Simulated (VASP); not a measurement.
Method: r2SCAN meta-GGA, VASP's PBE PAW potentials (set 64) (plane waves; VASP 6.6.1).

VASP input:

### INCAR
```
ALGO = Normal
EDIFF = 1E-6
EDIFFG = -0.01
ENCUT = 520
IBRION = 2
ISIF = 3
ISMEAR = 1
LASPH = .TRUE.
LCHARG = .FALSE.
LMAXMIX = 4
LMIXTAU = .TRUE.
LREAL = .FALSE.
LWAVE = .FALSE.
METAGGA = R2SCAN
NELM = 100
NSW = 60
PREC = Accurate
SIGMA = 0.1
SYSTEM = NiC
```

### KPOINTS
```
Automatic mesh
0
gamma
 13 13 13
```

**POSCAR**
```
NiC
1
    0.0000000000     2.1564176300     2.1564176300
    2.1564176300    -0.0000000000     2.1564176300
    2.1564176300     2.1564176300    -0.0000000000
Ni C
1 1
Direct
  0.0000000000   0.0000000000   0.0000000000
  0.2500000000   0.2500000000   0.2500000000
```

POTCAR, in this order: Ni C (PBE.64 set). Program: vasp_std.

The resulting files:

File OUTCAR:
```
 ion  position               nearest neighbor table
   1  0.000  0.000  0.000-   2 1.87   2 1.87   2 1.87   2 1.87
   2  0.250  0.250  0.250-   1 1.87   1 1.87   1 1.87   1 1.87
  LATTYP: Found a face centered cubic cell.
 ALAT       =     4.3128352600
 Subroutine PRICEL returns:
 Original cell was already a primitive cell.
 Subroutine GETGRP returns: Found 24 space group operations
The static configuration has the point symmetry T_d .
The dynamic configuration has the point symmetry T_d .
 Subroutine INISYM returns: Found 24 space group operations
 Subroutine IBZKPT returns following result:
 Found     84 irreducible k-points:

 Following reciprocal coordinates:
            Coordinates               Weight
  0.000000  0.000000  0.000000      1.000000
  0.076923  0.000000  0.000000      8.000000
  0.153846  0.000000  0.000000      8.000000
  0.230769  0.000000  0.000000      8.000000
  0.307692  0.000000  0.000000      8.000000
  0.384615  0.000000  0.000000      8.000000
  0.461538  0.000000  0.000000      8.000000
  0.076923  0.076923  0.000000      6.000000
  0.153846  0.076923  0.000000     24.000000
  0.230769  0.076923  0.000000     24.000000
  0.307692  0.076923  0.000000     24.000000
  0.384615  0.076923  0.000000     24.000000
  0.461538  0.076923  0.000000     24.000000
 -0.461538  0.076923  0.000000     24.000000
 -0.384615  0.076923  0.000000     24.000000
 -0.307692  0.076923  0.000000     24.000000
 -0.230769  0.076923  0.000000     24.000000
 -0.153846  0.076923  0.000000     24.000000
 -0.076923  0.076923  0.000000     12.000000
  0.153846  0.153846  0.000000      6.000000
  0.230769  0.153846  0.000000     24.000000
  0.307692  0.153846  0.000000     24.000000
  0.384615  0.153846  0.000000     24.000000
  0.461538  0.153846  0.000000     24.000000
 -0.461538  0.153846  0.000000     24.000000
 -0.384615  0.153846  0.000000     24.000000
 -0.307692  0.153846  0.000000     24.000000
 -0.230769  0.153846  0.000000     24.000000
 -0.153846  0.153846  0.000000     12.000000
  0.230769  0.230769  0.000000      6.000000
  0.307692  0.230769  0.000000     24.000000
  0.384615  0.230769  0.000000     24.000000
  0.461538  0.230769  0.000000     24.000000
 -0.461538  0.230769  0.000000     24.000000
 -0.384615  0.230769  0.000000     24.000000
 -0.307692  0.230769  0.000000     24.000000
 -0.230769  0.230769  0.000000     12.000000
  0.307692  0.307692  0.000000      6.000000
  0.384615  0.307692  0.000000     24.000000
  0.461538  0.307692  0.000000     24.000000
   k-points           NKPTS =     84   k-points in BZ     NKDIM =     84   number of bands    NBANDS=     11
   number of dos      NEDOS =    301   number of ions     NIONS =      2
   total plane-waves  NPLWV =  13824
   dimension x,y,z NGX =    24 NGY =   24 NGZ =   24
   dimension x,y,z NGXF=    48 NGYF=   48 NGZF=   48
   ions per type =               1   1
   PREC   = accura    normal or accurate (medium, high low for compatibility)
   ISTART =      0    job   : 0-new  1-cont  2-samecut
   ICHARG =      2    charge: 1-file 2-atom 10-const
   ISPIN  =      1    spin polarized calculation?
   LNONCOLLINEAR =      F non collinear calculations
   LSORBIT =      F    spin-orbit coupling
   INIWAV =      1    electr: 0-lowe 1-rand  2-diag
   ENCUT  =  520.0 eV  38.22 Ry    6.18 a.u.   5.67  5.67  5.67*2*pi/ulx,y,z
   NELM   =    100;   NELMIN=  2; NELMDL= -5     # of ELM steps
   EDIFF  = 0.1E-05   stopping-criterion for ELM
   LREAL  =      F    real-space projection
   NLSPLINE    = F    spline interpolate recip. space projectors
   LMAXMIX     =    4 max onsite mixed and CHGCAR
...
```

### OSZICAR
```
       N       E                     dE             d eps       ncg     rms          rms(c)
DAV:   1     0.514725710660E+02    0.51473E+02   -0.71131E+03  1864   0.158E+03
DAV:   2    -0.222875999683E+02   -0.73760E+02   -0.68089E+02  1881   0.259E+02
DAV:   3    -0.268082572804E+02   -0.45207E+01   -0.43694E+01  2163   0.710E+01
DAV:   4    -0.268895375421E+02   -0.81280E-01   -0.81175E-01  2028   0.997E+00
DAV:   5    -0.268911434785E+02   -0.16059E-02   -0.16059E-02  2214   0.147E+00    0.226E+01
DAV:   6    -0.292762659618E+02   -0.23851E+01   -0.12782E+02  2013   0.228E+02    0.326E+01
DAV:   7    -0.200285895552E+02    0.92477E+01   -0.30862E+01  2139   0.129E+02    0.298E+00
DAV:   8    -0.200431165853E+02   -0.14527E-01   -0.18530E+00  2253   0.237E+01    0.204E+00
DAV:   9    -0.199905790638E+02    0.52538E-01   -0.32205E-01  2509   0.102E+01    0.134E+00
DAV:  10    -0.200346266456E+02   -0.44048E-01   -0.36081E-02  1893   0.260E+00    0.568E-01
DAV:  11    -0.200340031364E+02    0.62351E-03   -0.38433E-03  2661   0.910E-01    0.418E-01
DAV:  12    -0.200340111624E+02   -0.80260E-05   -0.10571E-04  1953   0.118E-01    0.420E-01
DAV:  13    -0.200332179196E+02    0.79324E-03   -0.16845E-03  2828   0.786E-01    0.211E-01
DAV:  14    -0.200330461841E+02    0.17174E-03   -0.81254E-04  2284   0.573E-01    0.649E-02
DAV:  15    -0.200330511137E+02   -0.49296E-05   -0.68281E-05  1923   0.971E-02    0.604E-02
DAV:  16    -0.200330361854E+02    0.14928E-04   -0.26474E-05  2428   0.482E-02    0.419E-02
DAV:  17    -0.200330303245E+02    0.58609E-05   -0.37261E-05  2104   0.622E-02    0.236E-02
DAV:  18    -0.200330408100E+02   -0.10485E-04   -0.52112E-06  1938   0.266E-02    0.149E-02
DAV:  19    -0.200330414772E+02   -0.66725E-06   -0.34901E-06  1778   0.205E-02
   1 F= -.20033041E+02 E0= -.20032898E+02  d E =-.200330E+02
       N       E                     dE             d eps       ncg     rms          rms(c)
DAV:   1    -0.200354422219E+02   -0.24014E-02   -0.27167E-02  1929   0.360E+00    0.457E-01
DAV:   2    -0.200379411381E+02   -0.24989E-02   -0.61216E-02  2091   0.531E+00    0.596E-01
DAV:   3    -0.200330401350E+02    0.49010E-02   -0.24744E-02  2115   0.329E+00    0.835E-02
DAV:   4    -0.200329739062E+02    0.66229E-04   -0.33806E-04  1971   0.229E-01    0.250E-02
DAV:   5    -0.200329865960E+02   -0.12690E-04   -0.30854E-05  2244   0.885E-02    0.964E-03
DAV:   6    -0.200329788995E+02    0.76965E-05   -0.14163E-05  1905   0.413E-02    0.457E-03
DAV:   7    -0.200329880925E+02   -0.91930E-05   -0.15189E-06  1637   0.152E-02    0.188E-03
DAV:   8    -0.200329854222E+02    0.26703E-05   -0.57662E-07   924   0.163E-02    0.201E-03
DAV:   9    -0.200329890782E+02   -0.36560E-05   -0.38312E-07   924   0.141E-02    0.415E-04
DAV:  10    -0.200329883027E+02    0.77549E-06   -0.42227E-08   924   0.371E-03
   2 F= -.20032988E+02 E0= -.20032840E+02  d E =0.531745E-04
       N       E                     dE             d eps       ncg     rms          rms(c)
DAV:   1    -0.200341823630E+02   -0.11933E-02   -0.12550E-02  1941   0.244E+00    0.311E-01
DAV:   2    -0.200353630618E+02   -0.11807E-02   -0.28479E-02  2094   0.361E+00    0.406E-01
DAV:   3    -0.200330910556E+02    0.22720E-02   -0.11447E-02  2118   0.225E+00    0.546E-02
DAV:   4    -0.200330629413E+02    0.28114E-04   -0.15974E-04  1980   0.153E-01    0.167E-02
DAV:   5    -0.200330482298E+02    0.14712E-04   -0.13855E-05  2210   0.608E-02    0.625E-03
DAV:   6    -0.200330594649E+02   -0.11235E-04   -0.65693E-06  1887   0.280E-02    0.334E-03
DAV:   7    -0.200330566576E+02    0.28073E-05   -0.83737E-07  1020   0.110E-02    0.142E-03
DAV:   8    -0.200330584690E+02   -0.18114E-05   -0.32057E-07   924   0.123E-02    0.146E-03
DAV:   9    -0.200330562464E+02    0.22226E-05   -0.18772E-07   924   0.972E-03    0.223E-04
DAV:  10    -0.200330566790E+02   -0.43263E-06   -0.26604E-08   924   0.272E-03
   3 F= -.20033057E+02 E0= -.20032911E+02  d E =-.152018E-04
```

OUTCAR:
```
------------------------ aborting loop because EDIFF is reached ----------------------------------------
  FORCE on cell =-STRESS in cart. coord.  units (eV):
  Direction    XX          YY          ZZ          XY          YZ          ZX
  --------------------------------------------------------------------------------------
  Total        0.0045660      0.0045660      0.0045660      0.0000000      0.0000000      0.0000000
  in kB        0.3643868      0.3643868      0.3643868      0.0000000      0.0000000      0.0000000
  external PRESSURE =       0.3643868 kB  Pullay stress =       0.0000000 kB
  volume of cell :       20.08
      direct lattice vectors                 reciprocal lattice vectors
     0.000000000  2.157174559  2.157174559    -0.231784673  0.231784673  0.231784673
     2.157174559 -0.000000000  2.157174559     0.231784673 -0.231784673  0.231784673
     2.157174559  2.157174559  0.000000000     0.231784673  0.231784673 -0.231784673
 POSITION                                       TOTAL-FORCE (eV/Angst)
 -----------------------------------------------------------------------------------
      0.00000     -0.00000      0.00000        -0.000000     -0.000000      0.000000
      1.07859      1.07859      1.07859         0.000000      0.000000     -0.000000
 -----------------------------------------------------------------------------------
    total drift:                               -0.000026     -0.000026     -0.000026
  FREE ENERGIE OF THE ION-ELECTRON SYSTEM (eV)
  ---------------------------------------------------
  free  energy   TOTEN  =       -20.0330566790 eV

  energy  without entropy=      -20.0326209683  energy(sigma->0) =      -20.03291144

 reached required accuracy - stopping structural energy minimisation
```
(Selected blocks of OUTCAR.)

**CONTCAR**
```
NiC
   1.00000000000000
     0.0000000000000000    2.1571745592683871    2.1571745592683871
     2.1571745592683871   -0.0000000000000000    2.1571745592683871
     2.1571745592683871    2.1571745592683871    0.0000000000000000
  Ni              C
     1     1
Direct
     0.0000000000000000    0.0000000000000000    0.0000000000000000
     0.2500000000000000    0.2500000000000000    0.2500000000000000
```

The structure was generated: NiC was put into the zinc blende type (F-43m), which need not be its known phase. This run relaxes it. Symmetry was kept, so distortions that lower it aren't found. The start is the result of an earlier pass. The run is not spin-polarised, so no magnetic state was tried.
